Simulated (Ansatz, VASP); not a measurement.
# TeI6: VASP beside Ansatz

INCAR

```
ALGO = Normal ; EDIFF = 1E-7
EDIFFG = -0.01 ; ENCUT = 600
GGA = PE ; IBRION = 2
ISIF = 3 ; ISMEAR = 0
LASPH = True ; LCHARG = False
LREAL = False ; LWAVE = False
NELM = 100 ; NSW = 100
PREC = Accurate ; SIGMA = 0.1
```

Contents of KPOINTS:

```
k-points
0
Gamma
  6 6 6
```

File POSCAR:

```
TeI6
1.0
    6.6751342732      0.0000000000      0.0000000000
    0.0000000000      6.6751342732      0.0000000000
    0.0000000000      0.0000000000      6.6751342732
Te I
1 6
Direct
    0.5000000000      0.5000000000      0.5000000000
    0.0000000000      0.5000000000      0.5000000000
    0.5000000000      0.0000000000      0.5000000000
    0.5000000000      0.5000000000      0.0000000000
    0.5000000000      0.0000000000      0.0000000000
    0.0000000000      0.5000000000      0.0000000000
    0.0000000000      0.0000000000      0.5000000000
```

Input for Ansatz:

```yaml
crystal:
  lattice:
    - [6.6751342732, 0.0, 0.0]
    - [0.0, 6.6751342732, 0.0]
    - [0.0, 0.0, 6.6751342732]
  atoms:
    - { symbol: Te, position: [0.5, 0.5, 0.5] }
    - { symbol: I, position: [0.0, 0.5, 0.5] }
    - { symbol: I, position: [0.5, 0.0, 0.5] }
    - { symbol: I, position: [0.5, 0.5, 0.0] }
    - { symbol: I, position: [0.5, 0.0, 0.0] }
    - { symbol: I, position: [0.0, 0.5, 0.0] }
    - { symbol: I, position: [0.0, 0.0, 0.5] }
basis:
  ecutwfc: 420
kpoints:
  mp_grid: { grid: [6, 6, 6] }
hamiltonian:
  xc: pbe
scf:
  occupations: { method: gaussian, width: 0.1 }
output:
  forces: true
  stress: true
  eigenvalues: true
  write_density: true
  write_potential: true
  elf: true
  volumetric_format: npy
relax:
  adjacent_minimum: "off"
  f_tol: 0.01
  max_steps: 80
  cell: { stress_tol: 0.05 }
```

Alike in both runs: task relaxation of cell and atoms; functional PBE; k mesh 6 × 6 × 6; occupations gaussian, width 0.1 eV; no spin polarisation.

|  | VASP | Ansatz |
| --- | --- | --- |
| version | VASP 6.6.1 | Ansatz 0.2.0 |
| potentials or method | VASP PAW PBE potentials, release 64 (Te, I) | scalar-relativistic, plane waves, PAW |
| plane-wave cutoff (eV) | 600 | 420 |
| valence electrons in the cell | 48 | 118 |

```csv
,VASP,Ansatz,Ansatz less VASP
"gap on the k mesh at the Fermi level, each at its own relaxed structure (eV)",none,none,-
relaxed volume (Å³/atom),42.49,42.49,0.000
relaxed cell length with the largest relative difference (Å),6.675,6.675,0.0000
```

A gap of «none» marks a metal or a gap that the smearing closes. The two sets of potentials don't hold the same shells in valence.

Caveats: the relaxation stopped at its first step, so nothing moved; the bands computed are all filled at some k points, so no gap is given. The runs have no spin-orbit coupling, so splittings on I, Te are missing.
